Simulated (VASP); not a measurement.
Here is the system:

```yaml
crystal:
  lattice:
    - [-2.16953, 2.16953, 2.16953]
    - [2.16953, -2.16953, 2.16953]
    - [2.16953, 2.16953, -2.16953]
  atoms:
    - { symbol: Eu, position: [0.00000, 0.00000, 0.00000] }
```

Method: PBEsol GGA, VASP's PBE PAW potentials (set 64) (plane waves; VASP). Numerical set-up: 520 eV cut-off, 12×12×12 Γ-centred mesh, first-order Methfessel-Paxton smearing of 0.10 eV, potentials Eu_2.

The 4f electrons are frozen in the core of the lanthanide potential, so 4f levels, which can set the real gap, and their magnetism are missing.

Task: The job: Eu (bcc), 1 atom, PBEsol, static run, 520 eV, 12×12×12 Γ-centred mesh. Roughly how much core time does it take on a busy server core?

Result: About 10 core-seconds (one run on a shared machine, a rough figure). It had 72 irreducible k-points, 8 bands, up to 1144 plane waves and 11 electronic steps.

The compound is Eu in the bcc structure. This cell is one point of a volume scan, at 1.03 of the reference volume.
